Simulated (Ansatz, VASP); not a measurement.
**MnCuAs in VASP and in Ansatz**

```xyz
6
Lattice="3.6995 0.0000 0.0000 0.0000 3.6995 0.0000 0.0000 0.0000 6.4084" Properties=species:S:1:pos:R:3 pbc="T T T"
Mn    0.0000    1.8497    1.0511
Mn    1.8497    0.0000    5.3573
Cu    0.0000    0.0000    3.2042
Cu    1.8497    1.8497    3.2042
As    0.0000    1.8497    4.9745
As    1.8497    0.0000    1.4339
```

The cell is a database's computed one.

Alike in both runs: task single point; functional PBE; k mesh 6 × 6 × 4; occupations gaussian, width 0.1 eV; collinear spin.

|  | VASP | Ansatz |
| --- | --- | --- |
| version | VASP 6.6.1 | Ansatz 0.2.0 |
| potentials or method | VASP PAW PBE potentials, release 64 (Mn_pv, Cu, As) | scalar-relativistic, plane waves, PAW |
| plane-wave cutoff (eV) | 520 | 420 |
| valence electrons in the cell | 58 | 98 |

|  | VASP | Ansatz | Ansatz less VASP |
| --- | --- | --- | --- |
| gap on the k mesh at the Fermi level (eV) | none | none | - |
| pressure (GPa) | -0.1 | -0.5 | -0.37 |
| largest component of the traceless stress (GPa) | 0.80 | 0.86 | +0.063 |
| rms of the force components (eV/Å) | 0.147 | 0.147 | -0.0003 |
| net moment per atom (μB) | 0.00 | 0.00 | 0.000 |
| size of the moment on the site where the two differ most (μB) | 3.47 | 3.38 | -0.096 |

Site moments also hang on the region over which each program counts them. Atom by atom the forces differ by 0.004 eV/Å (rms over components). A gap of «none» marks a metal or a gap that the smearing closes. With one functional, cell and mesh, what is left measures potentials, basis and numerics. The two sets of potentials don't hold the same shells in valence.
